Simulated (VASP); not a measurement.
Here is the system:

```
CELL_PARAMETERS angstrom
      1.77000    -3.06573     0.00000
      1.77000     3.06573     0.00000
      0.00000     0.00000     5.55000
ATOMIC_POSITIONS crystal
  Tm 0.33333 0.66667 0.25000
  Tm 0.66667 0.33333 0.75000
```
Cell charge +0.5.

Level of theory: PBE GGA, VASP's PBE PAW potentials (set 64) (plane waves; VASP). Settings: NELECT = 17.5, 400 eV cut-off, 11×11×6 Γ-centred mesh, Gaussian smearing of 0.050 eV, potentials Tm_3.

The 4f electrons are frozen in the core of the lanthanide potential, so 4f levels, which can set the real gap, and their magnetism are missing. The cell is charged, with a uniform compensating background.

Question: What does the run give for the energy per atom (σ→0), pressure, band gap (on the k-mesh) with the smallest direct gap where there is one?

Answer: 
The band gap (on the k-mesh) comes out as none (metal, semimetal or under 0.01 eV), the energy per atom (σ→0) is -5.200 eV/atom and the pressure is -58.1 kbar.

Total energies compare only between runs with the same potentials, cut-off and functional.

The compound is Tm in the hcp structure. The cell was not relaxed at this level. The run is one of a series of settings (ISMEAR = 0, NELECT = 17.5, SIGMA = 0.05 against the base run), some of them coarse on purpose.
